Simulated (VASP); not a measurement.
# ReBi2F6 (P-3m1) in VASP: single point with r2SCAN

Aim: the single point of ReBi2F6 with r2SCAN.

Everything below comes from runs of VASP 6.6.1. Logs are shortened: lines on timing, memory, paths and dates and some standing lists are left out, and cuts for length are marked.

**1. Starting point**

Symmetry: P-3m1, No. 164, trigonal system. The conventional cell has a = 5.074 Å, b = 5.074 Å, c = 7.983 Å, α = 90.00°, β = 90.00°, γ = 120.00°. Re (site symmetry -3m) has 6 F at 1.86 Å as nearest neighbours. F (site symmetry m) has 1 Re at 1.86 Å as nearest neighbours. Around Bi (site symmetry 3m) lie 3 Bi at 3.21 Å and 6 F at 3.36 Å.

The cell was built by a generator and needn't be a form met in nature.

**2. Single point, r2SCAN**

POSCAR

```
ReBi2F6
1.0
    2.5371964869      4.3945532241      0.0000000000
   -2.5371964869      4.3945532241      0.0000000000
    0.0000000000      0.0000000000      7.9830475978
Re F Bi
1 6 2
Direct
    0.0000000000      0.0000000000      0.0000000000
    0.3346807292      0.8326596354      0.1429171215
    0.8326596354      0.3346807292      0.1429171215
    0.8326596354      0.8326596354      0.1429171215
    0.1673403646      0.1673403646      0.8570828785
    0.1673403646      0.6653192708      0.8570828785
    0.6653192708      0.1673403646      0.8570828785
    0.3333333333      0.3333333333      0.4181910722
    0.6666666667      0.6666666667      0.5818089278
```

INCAR.step1

```
SYSTEM = ReBi2F6
PREC = Accurate
ENCUT = 520
ISMEAR = -1
SIGMA = 0.1
LREAL = .FALSE.
LASPH = .TRUE.
NELM = 100
NBANDS = 50
GGA = PE
ALGO = Normal
EDIFF = 1E-4
LWAVE = .TRUE.
LCHARG = .FALSE.
```

INCAR.step2

```
SYSTEM = ReBi2F6
PREC = Accurate
ENCUT = 520
EDIFF = 1E-7
ISMEAR = -1
SIGMA = 0.1
LREAL = .FALSE.
LASPH = .TRUE.
NELM = 100
ALGO = Normal
ISIF = 2
LWAVE = .FALSE.
LCHARG = .FALSE.
METAGGA = R2SCAN
LMIXTAU = .TRUE.
NBANDS = 50
ISTART = 1
```

KPOINTS

```
Automatic mesh
0
G
  5 5 6
  0 0 0
```

Potentials or basis: VASP PAW PBE potentials, release 64 (Re, F, Bi_d).

Started as:

```
$ cat potpaw_PBE.64/Re/POTCAR potpaw_PBE.64/F/POTCAR potpaw_PBE.64/Bi_d/POTCAR > POTCAR
$ cp INCAR.step1 INCAR
$ mpirun -np 1 vasp_std > vasp.out
$ cp INCAR.step2 INCAR
$ mpirun -np 1 vasp_std > vasp.out
```

OUTCAR:

```text
SYSTEM = ReBi2F6
   PREC = Accurate
   ENCUT = 520
   EDIFF = 1E-7
   ISMEAR = -1
   LREAL = .FALSE.
   LASPH = .TRUE.
   NELM = 100
   ISIF = 2
   METAGGA = R2SCAN
   ISTART = 1

 ion  position               nearest neighbor table
   1  0.000  0.000  0.000-   2 1.86   3 1.86   6 1.86   7 1.86   4 1.86   5 1.86
   2  0.335  0.833  0.143-   1 1.86
   3  0.833  0.335  0.143-   1 1.86
   4  0.833  0.833  0.143-   1 1.86
   5  0.167  0.167  0.857-   1 1.86
   6  0.167  0.665  0.857-   1 1.86
   7  0.665  0.167  0.857-   1 1.86
   8  0.333  0.333  0.418-   9 3.21   9 3.21   9 3.21
   9  0.667  0.667  0.582-   8 3.21   8 3.21   8 3.21

  LATTYP: Found a hexagonal cell.
 ALAT       =     5.0743929738
 C/A-ratio  =     1.5732024774

  Lattice vectors:

 A1 = (   2.5371964869,  -4.3945532241,   0.0000000000)
 A2 = (   2.5371964869,   4.3945532241,   0.0000000000)
 A3 = (   0.0000000000,   0.0000000000,   7.9830475978)

Analysis of symmetry for initial positions (statically):
=====================================================================
 Subroutine PRICEL returns:
 Original cell was already a primitive cell.

 Routine SETGRP: Setting up the symmetry group for a
 hexagonal supercell.

 Subroutine GETGRP returns: Found 12 space group operations
 (whereof 12 operations were pure point group operations)
 out of a pool of 24 trial point group operations.

The static configuration has the point symmetry D_3d.

Analysis of symmetry for dynamics (positions and initial velocities):
=====================================================================
 Subroutine PRICEL returns:
 Original cell was already a primitive cell.

 Routine SETGRP: Setting up the symmetry group for a
 hexagonal supercell.

 Subroutine GETGRP returns: Found 12 space group operations
 (whereof 12 operations were pure point group operations)
 out of a pool of 24 trial point group operations.

The dynamic configuration has the point symmetry D_3d.

 Subroutine INISYM returns: Found 12 space group operations
 (whereof 12 operations are pure point group operations),
 and found     1 'primitive' translations

----------------------------------------------------------------------------------------

                                     Primitive cell

  volume of cell :     178.0195

  direct lattice vectors                    reciprocal lattice vectors
     2.537196487  4.394553224  0.000000000     0.197067906  0.113777209  0.000000000
    -2.537196487  4.394553224  0.000000000    -0.197067906  0.113777209  0.000000000
     0.000000000  0.000000000  7.983047598     0.000000000  0.000000000  0.125265444

  length of vectors
     5.074392974  5.074392974  7.983047598     0.227554418  0.227554418  0.125265444

  position of ions in fractional coordinates (direct lattice)
     0.000000000  0.000000000  0.000000000
     0.334680729  0.832659635  0.142917121
     0.832659635  0.334680729  0.142917121
     0.832659635  0.832659635  0.142917121
     0.167340365  0.167340365  0.857082879
     0.167340365  0.665319271  0.857082879
     0.665319271  0.167340365  0.857082879
     0.333333333  0.333333333  0.418191072
     0.666666667  0.666666667  0.581808928

  ion indices of the primitive-cell ions
   primitive index   ion index
                 1           1
                 2           2
                 3           3
                 4           4
                 5           5
                 6           6
                 7           7
                 8           8
                 9           9

----------------------------------------------------------------------------------------

 KPOINTS: Automatic mesh

Automatic generation of k-mesh.
 Grid dimensions read from file:
 generate k-points for:    5    5    6

 Generating k-lattice:

  Cartesian coordinates                     Fractional coordinates (reciprocal lattice)
     0.039413581  0.022755442  0.000000000     0.200000000  0.000000000  0.000000000
    -0.039413581  0.022755442  0.000000000     0.000000000  0.200000000  0.000000000
     0.000000000  0.000000000  0.020877574     0.000000000  0.000000000  0.166666667

  Length of vectors
     0.045510884  0.045510884  0.020877574

  Shift w.r.t. Gamma in fractional coordinates (k-lattice)
     0.000000000  0.000000000  0.000000000

 Subroutine IBZKPT returns following result:
 ===========================================

 Found     24 irreducible k-points:

 Following reciprocal coordinates:
            Coordinates               Weight
  0.000000  0.000000  0.000000      1.000000
  0.200000  0.000000  0.000000      6.000000
  0.400000 -0.000000  0.000000      6.000000
  0.400000  0.200000  0.000000      6.000000
 -0.400000  0.200000  0.000000      6.000000
  0.000000  0.000000  0.166667      2.000000
[... 16 lines left out ...]
  0.400000  0.200000  0.500000      6.000000
 -0.400000  0.200000  0.500000      6.000000
   k-points           NKPTS =     24   k-points in BZ     NKDIM =     24   number of bands    NBANDS=     50
   number of dos      NEDOS =    301   number of ions     NIONS =      9
   total plane-waves  NPLWV =  96000
   dimension x,y,z NGX =    40 NGY =   40 NGZ =   60
   dimension x,y,z NGXF=    80 NGYF=   80 NGZF=  120
   ions per type =               1   6   2
   NGX,Y,Z   is equivalent  to a cutoff of  13.10, 13.10, 12.49 a.u.
   NGXF,Y,Z  is equivalent  to a cutoff of  26.21, 26.21, 24.99 a.u.
 SYSTEM =  ReBi2F6
   PREC   = accura    normal or accurate (medium, high low for compatibility)
   ISTART =      1    job   : 0-new  1-cont  2-samecut
   ICHARG =      0    charge: 1-file 2-atom 10-const
   ISPIN  =      1    spin polarized calculation?
   LNONCOLLINEAR =      F non collinear calculations
   LSORBIT =      F    spin-orbit coupling
   LASPH  =      T    aspherical Exc in radial PAW
   ENCUT  =  520.0 eV  38.22 Ry    6.18 a.u.   9.44  9.44 14.84*2*pi/ulx,y,z
   NELM   =    100;   NELMIN=  2; NELMDL=  0     # of ELM steps
   EDIFF  = 0.1E-06   stopping-criterion for ELM
   LREAL  =      F    real-space projection
   EDIFFG = 0.1E-05   stopping-criterion for IOM
   NSW    =      0    number of steps for IOM
   IBRION =     -1    ionic relax: 0-MD 1-quasi-New 2-CG
   NFREE  =      0    steps in history (QN), initial steepest desc. (CG)
   ISIF   =      2    stress and relaxation
   ISYM   =      2    0-nonsym 1-usesym 2-fastsym
   POTIM  = 0.5000    time-step for ionic-motion
   TEBEG  =    0.0;   TEEND  =   0.0 temperature during run
   PSTRESS=    0.0 pullay stress
   NELECT =      79.0000    total number of electrons
   NUPDOWN=      -1.0000    fix difference up-down
   EMIN   =  10.00;   EMAX   =-10.00  energy-range for DOS
   EFERMI =   0.00;   METHOD = LEGACY
   ISMEAR =    -1;   SIGMA  =   0.10  broadening in eV -4-tet -1-fermi 0-gaus
   EFERMI_NEDOS =   21; number of points for ismear=-14 and -15
   IALGO  =     38    algorithm
   IMIX   =      4    mixing-type and parameters
     AMIX     =   0.40;   BMIX     =  1.00
     AMIX_MAG =   1.60;   BMIX_MAG =  1.00
  volume/ion in A,a.u.               =      19.78       133.48
  Fermi-wavevector in a.u.,A,eV,Ry     =   1.248709  2.359718 21.215223  1.559275
  Thomas-Fermi vector in A             =   2.382783
   LORBIT       =      0    0 simple, 1 ext, 2 COOP (PROOUT), +10 PAW based schemes
   METAGGA = R2SCAN    functional components
   LHFCALC =     F    Hartree Fock is set to
   AEXX    =    0.0000 exact exchange contribution
   IVDW    =     0    specifies the selected vdW correction
   LEPSILON=     F    determine dielectric tensor
   LRPA    =     F    only Hartree local field effects (RPA)
 non-spin polarized calculation
  energy-cutoff  :      520.00
  volume of cell :      178.02
 maximum number of plane-waves:      4838
 NGX is ok and might be reduce to    40
   NGX = 19   NGY = 19   NGZ = 29

 number of electron      78.9999980 magnetization

 Free energy of the ion-electron system (eV)
  ---------------------------------------------------
  ext. energy  EPLUGINS =         0.00000000
  ---------------------------------------------------
  free energy    TOTEN  =      -202.91951467 eV

  energy without entropy =     -202.63926829  energy(sigma->0) =     -202.77939148

 E-fermi :   2.3277     XC(G=0):  -9.4384

 val. band max:        2.3265684739   @ k =   0.4000  -0.0000   0.3333
 cond. band min:       2.3386892579   @ k =   0.0000   0.0000   0.1667
 fundamental gap:      0.0121207840
 Fermi energy:         2.3277442165

 k-point     1 :       0.0000    0.0000    0.0000
  band No.  band energies     occupation
      1     -24.2284      2.00000
      2     -23.7104      2.00000
      3     -23.7104      2.00000
      4     -23.4727      2.00000
      5     -23.1161      2.00000
      6     -23.1161      2.00000
[... 42 lines left out ...]
     49       9.2064      0.00000
     50      10.0365      0.00000

 k-point     2 :       0.2000    0.0000    0.0000
  band No.  band energies     occupation
      1     -24.1709      2.00000
      2     -23.8045      2.00000
      3     -23.7097      2.00000
      4     -23.3741      2.00000
      5     -23.1846      2.00000
      6     -23.1191      2.00000
[... 42 lines left out ...]
     49       9.0177      0.00000
     50      10.1299      0.00000

 k-point     3 :       0.4000   -0.0000    0.0000
  band No.  band energies     occupation
      1     -24.0704      2.00000
      2     -23.8719      2.00000
      3     -23.7074      2.00000
      4     -23.3746      2.00000
      5     -23.2246      2.00000
      6     -23.1234      2.00000
[... 1102 lines left out ...]
     49       9.4303      0.00000
     50      10.4275      0.00000

 k-point    24 :      -0.4000    0.2000    0.5000
  band No.  band energies     occupation
      1     -24.0182      2.00000
      2     -23.8706      2.00000
      3     -23.7818      2.00000
      4     -23.3152      2.00000
      5     -23.2184      2.00000
      6     -23.1717      2.00000
[... 42 lines left out ...]
     49      10.3414      0.00000
     50      10.6345      0.00000

------------------------ aborting loop because EDIFF is reached ----------------------------------------

  FORCE on cell =-STRESS in cart. coord.  units (eV):
  Direction    XX          YY          ZZ          XY          YZ          ZX
  --------------------------------------------------------------------------------------
  -------------------------------------------------------------------------------------
  Total        1.6571412      1.6571412      1.9279047      0.0000000     -0.0000000      0.0000000
  in kB       14.9142886     14.9142886     17.3511631      0.0000000     -0.0000000      0.0000000
  external PRESSURE =      15.7265801 kB  Pullay stress =       0.0000000 kB

 VOLUME and BASIS-vectors are now :
 -----------------------------------------------------------------------------
  energy-cutoff  :      520.00
  volume of cell :      178.02
      direct lattice vectors                 reciprocal lattice vectors
     2.537196487  4.394553224  0.000000000     0.197067906  0.113777209  0.000000000
    -2.537196487  4.394553224  0.000000000    -0.197067906  0.113777209  0.000000000
     0.000000000  0.000000000  7.983047598     0.000000000  0.000000000  0.125265444

 POSITION                                       TOTAL-FORCE (eV/Angst)
 -----------------------------------------------------------------------------------
      0.00000      0.00000      0.00000        -0.000000      0.000000      0.000000
     -1.26347      5.12994      1.14091         0.394397      0.227705      0.372726
      1.26347      5.12994      1.14091        -0.394397      0.227705      0.372726
      0.00000      7.31833      1.14091        -0.000000     -0.455411      0.372726
      0.00000      1.47077      6.84213        -0.000000      0.455411     -0.372726
     -1.26347      3.65917      6.84213         0.394397     -0.227705     -0.372726
      1.26347      3.65917      6.84213        -0.394397     -0.227705     -0.372726
      0.00000      2.92970      3.33844        -0.000000      0.000000     -0.014733
      0.00000      5.85940      4.64461         0.000000      0.000000      0.014733
 -----------------------------------------------------------------------------------
    total drift:                               -0.000000      0.000000     -0.000000

  FREE ENERGIE OF THE ION-ELECTRON SYSTEM (eV)
  ---------------------------------------------------
  free  energy   TOTEN  =      -202.9195146659 eV

  energy  without entropy=     -202.6392682935  energy(sigma->0) =     -202.77939148
```

Wall time 11 min (1 thread of AMD EPYC 9R45 (Zen 5), shared host); peak memory 0.4 GiB.

What came out:

| Item | Value |
| --- | --- |
| Free energy | -202.9195 eV |
| Pressure | 1.6 GPa |
| Largest force | 0.588 eV/Å |
| Band gap on the k mesh | none (metal or under the smearing width) |

Forces in eV/Å, atoms in the order of the input:
```
Re   0.000  0.000  0.000
F    0.394  0.228  0.373
F   -0.394  0.228  0.373
F    0.000 -0.455  0.373
F    0.000  0.455 -0.373
F    0.394 -0.228 -0.373
F   -0.394 -0.228 -0.373
Bi   0.000  0.000 -0.015
Bi   0.000  0.000  0.015
```

Levels at points of the mesh, in eV from the Fermi level:
| k point | band 37 | band 38 | band 39 | band 40 | band 41 | band 42 |
| --- | --- | --- | --- | --- | --- | --- |
| (0.00, 0.00, 0.00) | -1.16 | -1.16 | -0.02 | 0.04 | 0.04 | 0.28 |
| (0.00, 0.00, 0.50) | -1.09 | -1.09 | -0.35 | -0.07 | -0.07 | 0.43 |

Caveat: the PAW data sets were made with another functional, which shifts forces and pressure a little; spin-orbit coupling is left out, which moves the levels of the heavy elements; an odd number of electrons without spin polarisation forces a metal; a magnetic or distorted state may lie lower.
